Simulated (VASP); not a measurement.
This VASP 6.6.1 run on MoI needs a look.

Contents of INCAR:

```
SYSTEM = MoI
  PREC = Accurate
  ENCUT = 520
  EDIFF = 1E-13
  ISMEAR = -1
  SIGMA = 0.05
  LREAL = .False.
  LASPH = .True.
  NELM = 67
  ALGO = Fast
  ISIF = 2
  LWAVE = .False.
  LCHARG = .False.
  LMAXMIX = 4
```

KPOINTS

```
regular mesh
0
Gamma
  5 5 5
  0 0 0
```

The input POSCAR:

```
MoI
1.0
    0.0000000000      3.1788513800      3.1788513800
    3.1788513800      0.0000000000      3.1788513800
    3.1788513800      3.1788513800      0.0000000000
Mo I
1 1
Direct
    0.0000000000      0.0000000000      0.0000000000
    0.7500000000      0.7500000000      0.7500000000
```

File KPOINTS_OPT:

```
path GXWKGLUWLK,UX
10
line-mode
reciprocal
 0.0000000000  0.0000000000  0.0000000000  G
 0.5000000000  0.0000000000  0.5000000000  X

 0.5000000000  0.0000000000  0.5000000000  X
 0.5000000000  0.2500000000  0.7500000000  W

 0.5000000000  0.2500000000  0.7500000000  W
 0.3750000000  0.3750000000  0.7500000000  K

 0.3750000000  0.3750000000  0.7500000000  K
 0.0000000000  0.0000000000  0.0000000000  G

 0.0000000000  0.0000000000  0.0000000000  G
 0.5000000000  0.5000000000  0.5000000000  L

 0.5000000000  0.5000000000  0.5000000000  L
 0.6250000000  0.2500000000  0.6250000000  U

 0.6250000000  0.2500000000  0.6250000000  U
 0.5000000000  0.2500000000  0.7500000000  W

 0.5000000000  0.2500000000  0.7500000000  W
 0.5000000000  0.5000000000  0.5000000000  L

 0.5000000000  0.5000000000  0.5000000000  L
 0.3750000000  0.3750000000  0.7500000000  K

 0.6250000000  0.2500000000  0.6250000000  U
 0.5000000000  0.0000000000  0.5000000000  X
```

Potentials or basis: VASP PAW LDA potentials, release 64 (Mo_sv, I).

Launch:

```console
$ cat potpaw_LDA.64/Mo_sv/POTCAR potpaw_LDA.64/I/POTCAR > POTCAR
$ mpirun -np 1 vasp_std > vasp.out
```

OUTCAR:

```text
SYSTEM = MoI
   PREC = Accurate
   ENCUT = 520
   EDIFF = 1E-13
   ISMEAR = -1
   LREAL = .False.
   LASPH = .True.
   NELM = 67
   ISIF = 2

 ion  position               nearest neighbor table
   1  0.000  0.000  0.000-   2 2.75   2 2.75   2 2.75   2 2.75
   2  0.750  0.750  0.750-   1 2.75   1 2.75   1 2.75   1 2.75

  LATTYP: Found a face centered cubic cell.
 ALAT       =     6.3577027600

  Lattice vectors:

 A1 = (   0.0000000000,   3.1788513800,   3.1788513800)
[... 342 lines left out ...]

  FORCE on cell =-STRESS in cart. coord.  units (eV):
  Direction    XX          YY          ZZ          XY          YZ          ZX
  --------------------------------------------------------------------------------------
  -------------------------------------------------------------------------------------
  Total       -2.4356770     -2.4356770     -2.4356770     -0.0000000     -0.0000000      0.0000000
  in kB      -60.7420742    -60.7420742    -60.7420742     -0.0000000     -0.0000000      0.0000000
  external PRESSURE =     -60.7420742 kB  Pullay stress =       0.0000000 kB

 VOLUME and BASIS-vectors are now :
 -----------------------------------------------------------------------------
  energy-cutoff  :      520.00
  volume of cell :       64.25
      direct lattice vectors                 reciprocal lattice vectors
     0.000000000  3.178851380  3.178851380    -0.157289518  0.157289518  0.157289518
     3.178851380  0.000000000  3.178851380     0.157289518 -0.157289518  0.157289518
     3.178851380  3.178851380  0.000000000     0.157289518  0.157289518 -0.157289518

 POSITION                                       TOTAL-FORCE (eV/Angst)
 -----------------------------------------------------------------------------------
      0.00000      0.00000      0.00000        -0.000000     -0.000000     -0.000000
      4.76828      4.76828      4.76828         0.000000      0.000000      0.000000
 -----------------------------------------------------------------------------------
    total drift:                               -0.000000     -0.000000     -0.000000

  FREE ENERGIE OF THE ION-ELECTRON SYSTEM (eV)
  ---------------------------------------------------
  free  energy   TOTEN  =        -6.2154182396 eV

  energy  without entropy=       -6.2075345100  energy(sigma->0) =       -6.21147637
```

On the terminal:

```text
POSCAR found type information on POSCAR MoI
 POSCAR found :  2 types and       2 ions
[... 120 lines left out ...]
WARNING in EDDRMM: call to ZHEGV failed, returncode =   8  4      1
WARNING in EDDRMM: call to
```

Task: What happened, and what is wrong with the input?

Result: The run did not converge. The input holds a flaw that was put in on purpose: threshold below the noise (EDIFF = 1e-13).
